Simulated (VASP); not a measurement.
Data:

```yaml
crystal:
  lattice:
    - [3.32360, 0.00000, 0.00000]
    - [0.00000, 3.32360, 0.00000]
    - [0.00000, 0.00000, 3.32360]
  atoms:
    - { symbol: Zn, position: [0.50000, 0.50000, 0.50000] }
    - { symbol: Au, position: [0.00000, 0.00000, 0.00000] }
```

These are vdW-DF2, VASP's PBE PAW potentials (set 64) (plane waves; VASP) values and carry that method's errors. Numerical set-up: 520 eV cut-off, 12×12×12 Γ-centred mesh, tetrahedra with Blöchl corrections, potentials Zn Au.

Unless said otherwise, spin-orbit coupling is left out, though it shifts the bands of the heavy elements here.

**Question.** Estimate the energy per atom (σ→0), band gap (on the k-mesh) with the smallest direct gap where there is one.

**Answer.** 
```
Quantity                                                    Result
------------------------  ----------------------------------------
band gap (on the k-mesh)  none (metal, semimetal or under 0.01 eV)
energy per atom (σ→0)                                0.992 eV/atom
```

The compound is AuZn in the CsCl type structure. It was relaxed first, which changed the volume by +17 %. The electron count is odd and the run is not spin-polarised, which forces a metal.
